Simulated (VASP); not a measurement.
A cell of SiC (zinc blende) near equilibrium:

```yaml
crystal:
  lattice:
    - [0.00000, 2.17758, 2.17758]
    - [2.17758, 0.00000, 2.17758]
    - [2.17758, 2.17758, 0.00000]
  atoms:
    - { symbol: Si, position: [0.00000, 0.00000, 0.00000] }
    - { symbol: C, position: [0.25000, 0.25000, 0.25000] }
```

Calculation: r2SCAN meta-GGA, VASP's PBE PAW potentials (set 64) (plane waves; VASP).

```json
[
 {"run": "as it is", "ΔE (meV/atom)": "0.0", "σxx": "-0.17", "σyy": "-0.17", "σzz": "-0.17", "largest shear component, with its sign (GPa)": "0.00", "gap (eV)": "1.72"},
 {"run": "after one change", "ΔE (meV/atom)": "3.7", "σxx": "-0.02", "σyy": "-0.12", "σzz": "-0.02", "largest shear component, with its sign (GPa)": "-5.72", "gap (eV)": "1.65"}
]
```
Stress is in GPa, positive when the cell is compressed; gaps are those on the k-mesh, and 0.00 means metallic.

Task: What was changed between the two runs?
A) uniaxial strain of -4.0 % along y
B) shear strain γ_xz = +2.0 %
C) isotropic strain of -3.0 %
D) isotropic strain of +1.5 %

Result: B, shear strain γ_xz = +2.0 %

The compound is SiC in the zinc blende structure.
